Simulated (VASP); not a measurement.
Consider the following.

```yaml
crystal:
  lattice:
    - [0.00000, 2.86000, 2.86000]
    - [2.86000, 0.00000, 2.86000]
    - [2.86000, 2.86000, 0.00000]
  atoms:
    - { symbol: Li, position: [0.25000, 0.25000, 0.25000] }
    - { symbol: Li, position: [0.75000, 0.75000, 0.75000] }
    - { symbol: S, position: [0.00000, 0.00000, 0.00000] }
```

Calculation: optB88-vdW, VASP's PBE PAW potentials (set 64) (plane waves; VASP). Numerical set-up: 520 eV cut-off, 7×7×7 Γ-centred mesh, Gaussian smearing of 0.050 eV, potentials Li_sv S.

**Question.** Estimate the energy per atom (σ→0).

**Answer.** 
```yaml
energy per atom (σ→0): -2.977 eV/atom
```

Total energies compare only between runs with the same potentials, cut-off and functional.

The compound is Li2S in the antifluorite structure. The cell was not relaxed at this level. The run is one of a series of settings (AGGAC = 0.0, GGA = BO, LUSE_VDW = .TRUE., PARAM1 = 0.1833333333, PARAM2 = 0.22 against the base run), some of them coarse on purpose.
